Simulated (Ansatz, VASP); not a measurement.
# Cross-check of Mo (linear Mo chain) between VASP and Ansatz, part 2 of 2

Aim: how closely do two programs agree when they are given the same cell, functional and k mesh? The cell is taken from a series of runs on this material, whose earlier steps may have relaxed, scaled, displaced or heated it; both programs get it as it stands.

VASP 6.6.1 and Ansatz 0.2.0.

So far: Starting point; VASP: single point, PBE, pair 1; Ansatz: single point, PBE, pair 1; Comparison; Ansatz: single point, PBE, pair 2.

### Step 6. VASP: single point, PBE, pair 2

Level of this step: PBE, spin-polarised from a ferromagnetic start; plane waves and PAW (Mo_sv) (VASP).

The same cell, functional, mesh and smearing now go to VASP, with its own data sets.

File INCAR:

```
SYSTEM = Mo
PREC = Accurate
ENCUT = 500
EDIFF = 1E-06
NELM = 200
ISMEAR = -1
SIGMA = 0.05
LREAL = .FALSE.
ALGO = Normal
GGA = PE
NBANDS = 14
ISPIN = 2
MAGMOM = 1.58
LASPH = .TRUE.
LMAXMIX = 4
LORBIT = 11
LWAVE = .FALSE.
LCHARG = .FALSE.
ISIF = 2
GGA_COMPAT = .FALSE.
```

File POSCAR:

```
Mo
1.0
    7.5000000000      0.0000000000      0.0000000000
    0.0000000000      7.5000000000      0.0000000000
    0.0000000000      0.0000000000      2.4907316847
Mo
1
Direct
    0.5000000000      0.5000000000      0.0000000000
```

File KPOINTS:

```
Automatic mesh
0
Gamma
1 1 33
0 0 0
```

PAW data sets: Mo_sv (PBE family, release 64).

Run with:

```bash
$ mpirun -np 1 vasp_std
```

Numbers of over 12 decimals in the logs are rounded to 6 here.

Output:

```text
[... set-up lines as in an earlier step ...]
 entering main loop
       N       E                     dE             d eps       ncg     rms          rms(c)
DAV:   1     0.470320133978E+02    0.47032E+02   -0.79485E+03  1424   0.699E+02
DAV:   2    -0.364425993330E+01   -0.50676E+02   -0.46584E+02  1196   0.162E+02
DAV:   3    -0.594487553889E+01   -0.23006E+01   -0.19724E+01  1194   0.246E+01
DAV:   4    -0.597611573760E+01   -0.31240E-01   -0.31035E-01  1002   0.273E+00
[...]
DAV:  21    -0.595560631788E+01    0.24054E-05   -0.17213E-05   912   0.194E-02    0.302E-04
DAV:  22    -0.595560410500E+01    0.22129E-05   -0.46002E-06   876   0.101E-02    0.152E-04
DAV:  23    -0.595560397333E+01    0.13167E-06   -0.34371E-07   788   0.280E-03
   1 F= -.59556040E+01 E0= -.59445714E+01  d E =-.220651E-01  mag=     2.5831
```

OUTCAR, selected parts (step 6):

```text
  Total       -0.2270142     -0.2270142     -3.2836611      0.0000000     -0.0000000      0.0000000
  in kB       -2.5960561     -2.5960561    -37.5508211      0.0000000     -0.0000000      0.0000000
  external PRESSURE =     -14.2476445 kB  Pullay stress =       0.0000000 kB

  FREE ENERGIE OF THE ION-ELECTRON SYSTEM (eV)
  ---------------------------------------------------
  free  energy   TOTEN  =        -5.9556039733 eV

  energy  without entropy=       -5.9335388596  energy(sigma->0) =       -5.94457142

 magnetization (x)
# of ion       s       p       d       tot
------------------------------------------
    1        0.068   0.023   1.874   1.965

[... 1 part as in an earlier step ...]

[... 3 further parts left out ...]
[key lines of the parts left out:]
E-fermi :  -2.2843
```

### Step 7. Comparison

What differs besides the data sets and the points named for the pairs above, as far as they apply: VASP starts from the moments at which Ansatz ended; site moments are counted in spheres of each program's own size. Total energies have different zeros and are not compared.

The two programs side by side:

```csv
quantity,Ansatz,VASP,difference
pressure (GPa),-1.45,-1.42,-0.02
total moment (μB),2.59,2.58,0.00
moment on Mo1 (μB),1.58,1.97,-0.39
```

### Step 8. Ansatz: single point, PBE, pair 3

A single point gives forces, pressure and levels at one fixed geometry, so differences don't come from the geometry; what else differs is listed under the comparison. The cell compared in this pair holds 148.78 Å³, against 140.10 Å³ for the pair before.

The cell is taken from a series of runs on this material, whose earlier steps may have relaxed, scaled, displaced or heated it; both programs get it as it stands.

File input.yaml:

```yaml
crystal:
  lattice:
    - [7.5, 0.0, 0.0]
    - [0.0, 7.5, 0.0]
    - [0.0, 0.0, 2.6450247979]
  atoms:
    - { symbol: Mo, position: [0.5, 0.5, 0.0], spin: 3.0 }
magnetization:
  spin_polarized: true
kpoints:
  mp_grid: { grid: [1, 1, 31] }
scf:
  occupations: { method: fermi_dirac, width: 0.05 }
hamiltonian:
  xc: pbe
output:
  transmission:
    e_range: [-2, 2]
    de: 0.035
    kmesh: [1, 1]
    reduced_basis: true
    leads: [[0, 0]]
  stress: true
```

Run with:

```bash
$ ansatz run input.yaml --threads 4 --pin off --max-ram 8192MiB --backend cpu --events-out ev --progress --plain --runs-dir out
```

Output:

```text
[...]
Crystal: 1 atoms, lattice volume = 148.783 Å³
Basis set: ecut = 420 eV, 2929 PW (Γ)
Bands: 13, of which v1, the nominal top of the filled ones, is band 7 counted from 1 (6 counted from 0)
Symmetry: 16 space group operations
[...]
k-points: 16 of 31
[...]
Starting moments: Σ|m| = 3 μB on 1 of 1 site
[...]
--- Transmission ---
  basis      : 497 plane waves across, 4 finite elements along
  points     : 1, standing for a mesh of 1 x 1
[...]
crystal 0  : Mo1, at the sites [0, 0], period 2.6450 Å: whole cells are its period
[...]
filled         : 13.0 meV over the level at which it is neutral
    channels       : 4.000000e0 up, 4.000000e0 down
[...]
[key lines of the parts left out:]
SCF converged after 10 iterations
Magnetization: 3.0927 μB (8.5463 up, 5.4537 down)
Free energy (F): -4950.797400 eV
Fermi energy:    -1.313963 eV
P = ⅓ Tr σ = -1.6695 GPa (-16.695 kbar)
```

### Step 9. VASP: single point, PBE, pair 3

The same cell, functional, mesh and smearing now go to VASP, with its own data sets.

INCAR: that of step 6 with these lines changed.

```diff
@@ -10,5 +10,5 @@
 GGA = PE
-NBANDS = 14
+NBANDS = 15
 ISPIN = 2
-MAGMOM = 1.58
+MAGMOM = 1.98
 LASPH = .TRUE.
```

POSCAR: that of step 6 with these lines changed.

```diff
@@ -4,3 +4,3 @@
     0.0000000000      7.5000000000      0.0000000000
-    0.0000000000      0.0000000000      2.4907316847
+    0.0000000000      0.0000000000      2.6450247979
 Mo
```

File KPOINTS:

```
Automatic mesh
0
Gamma
1 1 31
0 0 0
```

Run with:

```bash
$ mpirun -np 1 vasp_std
```

Output:

```text
[... set-up lines as in an earlier step ...]
 entering main loop
       N       E                     dE             d eps       ncg     rms          rms(c)
DAV:   1     0.454896894739E+02    0.45490E+02   -0.77806E+03  1392   0.647E+02
DAV:   2    -0.352544638565E+01   -0.49015E+02   -0.44873E+02  1226   0.152E+02
DAV:   3    -0.550713837270E+01   -0.19817E+01   -0.18043E+01  1094   0.222E+01
DAV:   4    -0.553038216493E+01   -0.23244E-01   -0.23200E-01  1131   0.239E+00
[...]
DAV:  16    -0.573123289354E+01   -0.67169E-04   -0.12906E-04   960   0.328E-02    0.388E-03
DAV:  17    -0.573124350394E+01   -0.10610E-04   -0.28298E-05   904   0.182E-02    0.210E-03
DAV:  18    -0.573124254316E+01    0.96078E-06   -0.65344E-06   896   0.109E-02
   1 F= -.57312425E+01 E0= -.57230210E+01  d E =-.164431E-01  mag=     3.0906
```

From OUTCAR (step 9):

```text
  Total       -0.1930193     -0.1930193     -4.2463952      0.0000000      0.0000000      0.0000000
  in kB       -2.0785428     -2.0785428    -45.7276330      0.0000000      0.0000000      0.0000000
  external PRESSURE =     -16.6282395 kB  Pullay stress =       0.0000000 kB

  FREE ENERGIE OF THE ION-ELECTRON SYSTEM (eV)
  ---------------------------------------------------
  free  energy   TOTEN  =        -5.7312425432 eV

  energy  without entropy=       -5.7147994854  energy(sigma->0) =       -5.72302101

 magnetization (x)
# of ion       s       p       d       tot
------------------------------------------
    1        0.088   0.023   2.190   2.300

[... 1 part as in an earlier step ...]

[... 3 further parts left out ...]
[key lines of the parts left out:]
E-fermi :  -2.2138
```

### Step 10. Comparison

Compared:

```csv
quantity,Ansatz,VASP,difference
pressure (GPa),-1.67,-1.66,-0.01
total moment (μB),3.09,3.09,0.00
moment on Mo1 (μB),1.98,2.30,-0.32
```

### Step 11. Summary of results

| Property | Result |
| --- | --- |
| difference in pressure (single point, PBE, pair 1) | -0.14 GPa |
| difference in total moment (single point, PBE, pair 2) | 0.0024 μB |
| difference in total moment (single point, PBE, pair 3) | 0.0021 μB |

In words: The difference in pressure is -0.14 GPa (single point, PBE, pair 1), within the 1 GPa picked in this series as the mark of a large difference. 5 further runs of this series are not shown here. Such differences can come from data sets, numerical settings and the points named under the comparisons, not from the functional's error against experiment.

[Lines on the potential files, build, host, timing and source positions are cut from VASP's logs without a mark.]

[Logs are printed without paths, hosts, clocks, repeated set-up lines and the standing remarks that a program may print on its own settings, such as how far it seeks lower states.]

[Hosts, paths, dates, database ids (printed as entryN), source tags and the programs' standing remarks are cut or masked in the printed files.]
